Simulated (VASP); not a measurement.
CdS (wurtzite):

```yaml
crystal:
  lattice:
    - [2.07000, -3.58534, 0.00000]
    - [2.07000, 3.58534, 0.00000]
    - [0.00000, 0.00000, 6.72000]
  atoms:
    - { symbol: Cd, position: [0.66667, 0.33333, 0.50000] }
    - { symbol: Cd, position: [0.33333, 0.66667, 0.00000] }
    - { symbol: S, position: [0.66667, 0.33333, 0.87700] }
    - { symbol: S, position: [0.33333, 0.66667, 0.37700] }
```

The lowest empty band near Γ, direction c, from PBE with spin-orbit coupling in VASP (PAW); its two spin partners are averaged. The gap over the points computed is 1.20 eV, and the next band on that side lies 1.56 eV away at the edge.

Numerical set-up: 400 eV cut-off, 7×7×4 Γ-centred mesh, Gaussian smearing of 0.050 eV, potentials Cd S.

```json
[
 {"distance from the edge in k (1/Å)": "0.012", "distance in energy (meV)": "4.4"},
 {"distance from the edge in k (1/Å)": "0.018", "distance in energy (meV)": "9.9"},
 {"distance from the edge in k (1/Å)": "0.025", "distance in energy (meV)": "19.0"},
 {"distance from the edge in k (1/Å)": "0.035", "distance in energy (meV)": "36.6"},
 {"distance from the edge in k (1/Å)": "0.050", "distance in energy (meV)": "72.4"},
 {"distance from the edge in k (1/Å)": "0.070", "distance in energy (meV)": "134.9"}
]
```

Fit E(1 + αE) = ħ²k²/2m* (ħ²/2m0 = 3.810 eV Å²) and predict the row at 0.095 1/Å.

Least squares on the energies gives the electron mass m* = 0.124 m0 and α = 0.89 per eV, and so 230.8 meV. The run gave 230.7 meV, -0.1 meV from the fit.

Left out are points under 3 meV from the edge, since the levels carry 0.1 meV, and points farther than half the way to the next band.

The compound is CdS in the wurtzite structure. The cell was not relaxed at this level.
